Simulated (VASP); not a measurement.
Input:

```yaml
crystal:
  lattice:
    - [0.00000, 2.83000, 2.83000]
    - [2.83000, 0.00000, 2.83000]
    - [2.83000, 2.83000, 0.00000]
  atoms:
    - { symbol: Al, position: [0.00000, 0.00000, 0.00000] }
    - { symbol: As, position: [0.25000, 0.25000, 0.25000] }
```

These are PBE GGA, VASP's PBE PAW potentials (set 64) (plane waves; VASP) values and carry that method's errors. Settings: 300 eV cut-off, 8×8×8 Γ-centred mesh, Fermi-Dirac smearing of 0.050 eV, potentials Al As.

Problem. Give the energies of bands 2 to 7 at the high-symmetry points, in eV from the valence-band maximum.

Solution. 
```json
[
 {"band": "2", "Γ": "0.00", "X": "-5.43", "U": "-5.18", "L": "-5.58", "W": "-5.09"},
 {"band": "3", "Γ": "0.00", "X": "-2.18", "U": "-3.42", "L": "-0.83", "W": "-3.18"},
 {"band": "4", "Γ": "0.00", "X": "-2.18", "U": "-1.80", "L": "-0.83", "W": "-2.83"},
 {"band": "5", "Γ": "2.06", "X": "1.43", "U": "2.24", "L": "2.14", "W": "4.33"},
 {"band": "6", "Γ": "4.29", "X": "2.29", "U": "4.97", "L": "4.68", "W": "5.65"},
 {"band": "7", "Γ": "4.29", "X": "10.34", "U": "8.18", "L": "4.68", "W": "5.71"}
]
```

The gap is indirect, 1.43 eV, from the valence maximum at Γ to the conduction minimum at X.

The structure is a typed AlAs crystal (F-43m). The cell was not relaxed at this level.
